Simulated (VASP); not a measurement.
# LiBi2I2O2 under changes of volume

One of the cells (26.107 Å³/atom); the others are scaled copies at fixed shape and fractional positions:

```
Bi I O Li
1.0
     4.26086    0.00000    0.00000
     0.00000    4.26086    0.00000
     0.00000    0.00000   10.06617
Bi I O Li
2 2 2 1
Direct
  0.00000 0.50000 0.10818
  0.50000 0.00000 0.89182
  0.50000 0.00000 0.32250
  0.00000 0.50000 0.67750
  0.00000 0.00000 0.00000
  0.50000 0.50000 0.00000
  0.00000 0.00000 0.50000
```

The cell comes from a database or a generator and needn't be the stable form of this composition.

* Program: VASP 6.6.1
* Functional: PBE
* Potentials or basis: VASP PAW PBE potentials, release 64 (Bi_d, I, O, Li_sv)
* Cutoff: 520 eV
* k mesh: 6 × 6 × 3
* Occupations: fermi-dirac, width 0.05 eV
* Spin: no spin polarisation

```csv
volume (Å³/atom),energy over the lowest point (meV/atom),largest force (eV/Å)
24.060,?,?
24.571,8.80,0.541
25.083,2.20,0.303
26.107,0.00,0.117
26.619,3.66,0.303
27.131,10.05,0.476
```

Problem. What does the run at 24.060 Å³/atom give?

Solution. Energy over the lowest point 19.62 meV/atom; largest force 0.799 eV/Å.

Worked out: A Birch-Murnaghan fit of order 3 (a polynomial in V^(-2/3)) to the other rows has its minimum at 25.75 Å³/atom with B0 = V·E''(V) = 52 GPa and B' = 4.5 at fixed shape and positions, which overstates the stiffness. It gives 19.62 meV/atom at 24.060 Å³/atom, against the run's 19.62.

Energies are extrapolated to zero smearing.

Caveats: the cutoff is under 1.25 times the usual one of these potentials, so pressure, stress and relaxed cells hold a basis-set (Pulay) error; an odd number of electrons without spin polarisation forces a metal; a magnetic or distorted state may lie lower.
